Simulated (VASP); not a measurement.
All values below come from PBEsol GGA, VASP's PBE PAW potentials (set 64) (plane waves; VASP).

The input files of a VASP run:

**KPOINTS**
```
Automatic mesh
0
Gamma
  10 10 8
```

INCAR:
```
ALGO = Normal
EDIFF = 1E-7
ENCUT = 600
GGA = PS
ISIF = 2
ISMEAR = 1
LASPH = .TRUE.
LCHARG = .FALSE.
LMAXMIX = 4
LREAL = .FALSE.
LWAVE = .FALSE.
NELM = 100
PREC = Accurate
SIGMA = 0.1
SYSTEM = ZrB2
```

**POSCAR**
```
ZrB2
3.1705130
  0.4999999251  -0.8660254209   0.0000000000
  0.4999999251   0.8660254209   0.0000000000
  0.0000000000   0.0000000000   1.1076985464
Zr B
1 2
direct
  0.0000000000   0.0000000000   0.0000000000
  0.3333330000   0.6666670000   0.5000000000
  0.6666670000   0.3333330000   0.5000000000
```

POTCAR, in this order: Zr_sv B (PBE.64 set). Program: vasp_std.

Output of the run:

**OUTCAR**
```
 ion  position               nearest neighbor table
   1  0.000  0.000  0.000-   2 2.54   3 2.54   2 2.54   3 2.54   3 2.54   3 2.54   2 2.54   2 2.54
                             3 2.54   3 2.54   2 2.54   2 2.54
   2  0.333  0.667  0.500-   3 1.83   3 1.83   3 1.83   1 2.54   1 2.54   1 2.54   1 2.54   1 2.54
                             1 2.54
   3  0.667  0.333  0.500-   2 1.83   2 1.83   2 1.83   1 2.54   1 2.54   1 2.54   1 2.54   1 2.54
                             1 2.54
  LATTYP: Found a hexagonal cell.
 ALAT       =     3.1705129284
 C/A-ratio  =     1.1076985714
 Subroutine PRICEL returns:
 Original cell was already a primitive cell.
 Subroutine GETGRP returns: Found 24 space group operations
The static configuration has the point symmetry D_6h.
The dynamic configuration has the point symmetry D_6h.
 Subroutine INISYM returns: Found 24 space group operations
 Subroutine IBZKPT returns following result:
 Found     70 irreducible k-points:

 Following reciprocal coordinates:
            Coordinates               Weight
  0.000000  0.000000  0.000000      1.000000
  0.100000  0.000000  0.000000      6.000000
  0.200000  0.000000  0.000000      6.000000
  0.300000  0.000000  0.000000      6.000000
  0.400000  0.000000  0.000000      6.000000
  0.500000  0.000000  0.000000      3.000000
  0.100000  0.100000  0.000000      6.000000
  0.200000  0.100000  0.000000     12.000000
  0.300000  0.100000  0.000000     12.000000
  0.400000  0.100000  0.000000     12.000000
  0.200000  0.200000  0.000000      6.000000
  0.300000  0.200000  0.000000     12.000000
  0.400000  0.200000  0.000000      6.000000
  0.300000  0.300000  0.000000      6.000000
  0.000000  0.000000  0.125000      2.000000
  0.100000  0.000000  0.125000     12.000000
  0.200000  0.000000  0.125000     12.000000
  0.300000  0.000000  0.125000     12.000000
  0.400000  0.000000  0.125000     12.000000
...
```

OSZICAR:
```
       N       E                     dE             d eps       ncg     rms          rms(c)
DAV:   1     0.119837647730E+03    0.11984E+03   -0.10747E+04  1820   0.154E+03
DAV:   2    -0.223514532717E+02   -0.14219E+03   -0.13793E+03  2090   0.354E+02
DAV:   3    -0.287567959210E+02   -0.64053E+01   -0.62321E+01  2895   0.640E+01
DAV:   4    -0.289297729071E+02   -0.17298E+00   -0.17292E+00  2341   0.990E+00
DAV:   5    -0.289336722578E+02   -0.38994E-02   -0.38993E-02  2778   0.125E+00    0.227E+01
DAV:   6    -0.264441225640E+02    0.24895E+01   -0.71696E+00  2168   0.193E+01    0.941E+00
DAV:   7    -0.264020891491E+02    0.42033E-01   -0.85644E-01  2792   0.616E+00    0.324E+00
DAV:   8    -0.264002961929E+02    0.17930E-02   -0.97404E-02  2172   0.292E+00    0.781E-01
DAV:   9    -0.263976083578E+02    0.26878E-02   -0.15588E-02  2290   0.105E+00    0.130E-01
DAV:  10    -0.263975742293E+02    0.34128E-04   -0.77823E-04  2326   0.263E-01    0.405E-02
DAV:  11    -0.263975832793E+02   -0.90500E-05   -0.26572E-05  2499   0.596E-02    0.126E-02
DAV:  12    -0.263975832292E+02    0.50120E-07   -0.12765E-06  2329   0.130E-02    0.406E-03
DAV:  13    -0.263975832549E+02   -0.25719E-07   -0.57241E-07  2264   0.627E-03
   1 F= -.26397583E+02 E0= -.26397502E+02  d E =-.244195E-03
```

**OUTCAR**
```
------------------------ aborting loop because EDIFF is reached ----------------------------------------
  FORCE on cell =-STRESS in cart. coord.  units (eV):
  Direction    XX          YY          ZZ          XY          YZ          ZX
  --------------------------------------------------------------------------------------
  Total       -0.6048023     -0.6048025     -0.2220687      0.0000000     -0.0000000      0.0000000
  in kB      -31.6944513    -31.6944621    -11.6374309      0.0000000     -0.0000000      0.0000000
  external PRESSURE =     -25.0087814 kB  Pullay stress =       0.0000000 kB
  volume of cell :       30.57
      direct lattice vectors                 reciprocal lattice vectors
     1.585256263 -2.745744855  0.000000000     0.315406418 -0.182099950  0.000000000
     1.585256263  2.745744855  0.000000000     0.315406418  0.182099950  0.000000000
     0.000000000  0.000000000  3.511972641     0.000000000  0.000000000  0.284740259
 POSITION                                       TOTAL-FORCE (eV/Angst)
 -----------------------------------------------------------------------------------
      0.00000      0.00000      0.00000        -0.000000     -0.000000     -0.000000
      1.58526      0.91525      1.75599        -0.000000      0.000000     -0.000000
      1.58526     -0.91525      1.75599         0.000000     -0.000000      0.000000
 -----------------------------------------------------------------------------------
    total drift:                                0.000000      0.000000      0.000000
  FREE ENERGIE OF THE ION-ELECTRON SYSTEM (eV)
  ---------------------------------------------------
  free  energy   TOTEN  =       -26.3975832549 eV

  energy  without entropy=      -26.3973390599  energy(sigma->0) =      -26.39750186
```
(Selected blocks of OUTCAR.)

The compound is ZrB2 in the AlB2 type structure. This cell was strained or had an atom moved on purpose.
